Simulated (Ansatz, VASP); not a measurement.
## Two plane-wave programs on Y2C5

File INCAR:

```
PREC = Accurate
ENCUT = 600
EDIFF = 1E-6
ISMEAR = 0
SIGMA = 0.1
LREAL = F
LASPH = T
NELM = 100
ALGO = Normal
ISIF = 3
LWAVE = F
LCHARG = F
GGA = PE
IBRION = 2
NSW = 100
EDIFFG = -0.01
```

File KPOINTS:

```
regular mesh
0
Gamma
  10 10 10
```

Contents of POSCAR:

```
Y2C5
1.0
    0.0000000000      3.6984543736      3.6984543736
    3.6984543736      0.0000000000      3.6984543736
    3.6984543736      3.6984543736      0.0000000000
Y C
2 5
Direct
    0.2500000000      0.2500000000      0.2500000000
    0.0000000000      0.0000000000      0.0000000000
    0.8228955435      0.5313133694      0.8228955435
    0.8228955435      0.8228955435      0.8228955435
    0.5313133694      0.8228955435      0.8228955435
    0.8228955435      0.8228955435      0.5313133694
    0.5000000000      0.5000000000      0.5000000000
```

Input for Ansatz:

```yaml
crystal:
  lattice:
    - [0.0, 3.6984543736, 3.6984543736]
    - [3.6984543736, 0.0, 3.6984543736]
    - [3.6984543736, 3.6984543736, 0.0]
  atoms:
    - { symbol: "Y", position: [0.25, 0.25, 0.25] }
    - { symbol: "Y", position: [0.0, 0.0, 0.0] }
    - { symbol: C, position: [0.8228955435, 0.5313133694, 0.8228955435] }
    - { symbol: C, position: [0.8228955435, 0.8228955435, 0.8228955435] }
    - { symbol: C, position: [0.5313133694, 0.8228955435, 0.8228955435] }
    - { symbol: C, position: [0.8228955435, 0.8228955435, 0.5313133694] }
    - { symbol: C, position: [0.5, 0.5, 0.5] }
basis:
  ecutwfc: 420
kpoints:
  mp_grid: { grid: [10, 10, 10] }
hamiltonian:
  xc: pbe
scf:
  occupations: { method: gaussian, width: 0.1 }
output:
  forces: true
  stress: true
  eigenvalues: true
relax:
  adjacent_minimum: "off"
  f_tol: 0.01
  max_steps: 80
  cell: { stress_tol: 0.05 }
```

Alike in both runs: task relaxation of cell and atoms; functional PBE; k mesh 10 × 10 × 10; occupations gaussian, width 0.1 eV; no spin polarisation.

|  | VASP | Ansatz |
| --- | --- | --- |
| version | VASP 6.6.1 | Ansatz 0.2.0 |
| potentials or method | VASP PAW PBE potentials, release 64 (Y_sv, C) | scalar-relativistic, plane waves, PAW |
| plane-wave cutoff (eV) | 600 | 420 |
| valence electrons in the cell | 42 | 42 |

|  | VASP | Ansatz | Ansatz less VASP |
| --- | --- | --- | --- |
| gap on the k mesh at the Fermi level, each at its own relaxed structure (eV) | none | none | - |
| relaxed volume (Å³/atom) | 14.37 | 14.40 | +0.027 |
| relaxed cell length with the largest relative difference (Å) | 5.220 | 5.224 | +0.0033 |

A gap of «none» marks a metal or a gap that the smearing closes.
